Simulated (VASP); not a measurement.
Output of a VASP run:

File OSZICAR:
```
       N       E                     dE             d eps       ncg     rms          rms(c)
DAV:   1    -0.586903107946E+02   -0.58690E+02   -0.12097E+04  2128   0.141E+03
DAV:   2    -0.129687337731E+03   -0.70997E+02   -0.69481E+02  2662   0.284E+02
DAV:   3    -0.131987328837E+03   -0.23000E+01   -0.22630E+01  2886   0.329E+01
DAV:   4    -0.132010110755E+03   -0.22782E-01   -0.22777E-01  2478   0.412E+00
DAV:   5    -0.132010456468E+03   -0.34571E-03   -0.34569E-03  2896   0.414E-01    0.708E+01
DAV:   6    -0.125996821914E+03    0.60136E+01   -0.94696E-01  2224   0.974E+00    0.405E+01
DAV:   7    -0.123905149864E+03    0.20917E+01   -0.24837E+00  2306   0.124E+01    0.677E+00
DAV:   8    -0.125662185475E+03   -0.17570E+01   -0.20975E+00  2260   0.111E+01    0.130E+01
DAV:   9    -0.125443036425E+03    0.21915E+00   -0.39877E-01  2134   0.824E+00    0.144E+00
DAV:  10    -0.125396304067E+03    0.46732E-01   -0.52050E-02  2392   0.359E+00    0.246E+00
DAV:  11    -0.125389473338E+03    0.68307E-02   -0.17050E-03  2686   0.636E-01    0.289E+00
DAV:  12    -0.125436220085E+03   -0.46747E-01   -0.14134E-01  2128   0.597E+00    0.402E-01
DAV:  13    -0.125443438524E+03   -0.72184E-02   -0.47419E-03  2458   0.956E-01    0.189E-01
DAV:  14    -0.125444398152E+03   -0.95963E-03   -0.71275E-03  2224   0.123E+00    0.234E-01
DAV:  15    -0.125446433242E+03   -0.20351E-02   -0.25157E-03  2182   0.673E-01    0.252E-01
DAV:  16    -0.125447028416E+03   -0.59517E-03   -0.61868E-04  2554   0.307E-01    0.229E-01
DAV:  17    -0.125446759383E+03    0.26903E-03   -0.77005E-04  2206   0.368E-01    0.206E-01
DAV:  18    -0.125446647119E+03    0.11226E-03   -0.10672E-03  2200   0.473E-01    0.388E-02
DAV:  19    -0.125446763802E+03   -0.11668E-03   -0.30402E-04  2488   0.219E-01    0.383E-02
DAV:  20    -0.125446809052E+03   -0.45250E-04   -0.38570E-04  2182   0.229E-01    0.500E-02
DAV:  21    -0.125446795585E+03    0.13467E-04   -0.40305E-05  2380   0.789E-02    0.184E-02
DAV:  22    -0.125446794115E+03    0.14704E-05   -0.35734E-05  2212   0.883E-02    0.423E-03
DAV:  23    -0.125446784652E+03    0.94630E-05   -0.14363E-05  2206   0.511E-02    0.506E-03
DAV:  24    -0.125446786724E+03   -0.20721E-05   -0.14899E-06  2070   0.182E-02    0.546E-03
DAV:  25    -0.125446785349E+03    0.13750E-05   -0.23282E-07  1232   0.638E-03    0.220E-03
DAV:  26    -0.125446783935E+03    0.14134E-05   -0.43073E-07  1178   0.900E-03    0.968E-04
DAV:  27    -0.125446782716E+03    0.12189E-05   -0.27988E-07  1166   0.682E-03    0.384E-03
DAV:  28    -0.125446781557E+03    0.11599E-05   -0.94469E-08  1154   0.428E-03    0.283E-03
DAV:  29    -0.125446781652E+03   -0.95809E-07   -0.14450E-08  1130   0.146E-03
   1 F= -.12544678E+03 E0= -.12544667E+03  d E =-.125447E+03
```

**OUTCAR**
```
------------------------ aborting loop because EDIFF is reached ----------------------------------------
  FORCE on cell =-STRESS in cart. coord.  units (eV):
  Direction    XX          YY          ZZ          XY          YZ          ZX
  --------------------------------------------------------------------------------------
  Total       -0.0061225     -0.0061225     -0.0052299     -0.0000000      0.0000000      0.0000000
  in kB       -0.2278458     -0.2278458     -0.1946275     -0.0000000      0.0000000      0.0000000
  external PRESSURE =      -0.2167730 kB  Pullay stress =       0.0000000 kB
  volume of cell :       43.05
      direct lattice vectors                 reciprocal lattice vectors
     1.580540217 -2.737575923  0.000000000     0.316347534 -0.182643336  0.000000000
     1.580540217  2.737575923  0.000000000     0.316347534  0.182643336  0.000000000
     0.000000000  0.000000000  4.975077265     0.000000000  0.000000000  0.201001903
 POSITION                                       TOTAL-FORCE (eV/Angst)
 -----------------------------------------------------------------------------------
      1.58054      0.91253      1.24377        -0.000000      0.000000      0.000000
      1.58054     -0.91253      3.73131         0.000000     -0.000000      0.000000
 -----------------------------------------------------------------------------------
    total drift:                                0.000000      0.000181     -0.000016
  FREE ENERGIE OF THE ION-ELECTRON SYSTEM (eV)
  ---------------------------------------------------
  free  energy   TOTEN  =      -125.4467816524 eV

  energy  without entropy=     -125.4464365609  energy(sigma->0) =     -125.44666662

 reached required accuracy - stopping structural energy minimisation
```
(Selected blocks of OUTCAR.)

### POSCAR
```
Hf
1
    1.5805402173    -2.7375759228     0.0000000000
    1.5805402173     2.7375759228    -0.0000000000
    0.0000000000    -0.0000000000     4.9750772649
Hf
2
Direct
  0.3333330000   0.6666670000   0.2500000000
  0.6666670000   0.3333330000   0.7500000000
```

Question: Reconstruct the remaining input files.

Answer: Several could match; the one computed here: the input of the run itself, SCAN meta-GGA, plane waves, VASP's PBE PAW potentials (set 64).

### KPOINTS
```
Automatic mesh
0
Gamma
12 12 7
0 0 0
```

### INCAR
```
SYSTEM = Hf
PREC = Accurate
ENCUT = 520
EDIFF = 1E-6
NELM = 100
ALGO = Normal
LREAL = .FALSE.
LASPH = .TRUE.
ISMEAR = 1
SIGMA = 0.1
METAGGA = SCAN
LMIXTAU = .TRUE.
LMAXMIX = 6
LWAVE = .FALSE.
LCHARG = .FALSE.
IBRION = 2
ISIF = 3
NSW = 60
EDIFFG = -0.01
```

POTCAR, in this order: Hf_pv (PBE.64 set). Program: vasp_std.

The compound is Hf in the hcp structure. It was relaxed first. The start is the result of an earlier pass.
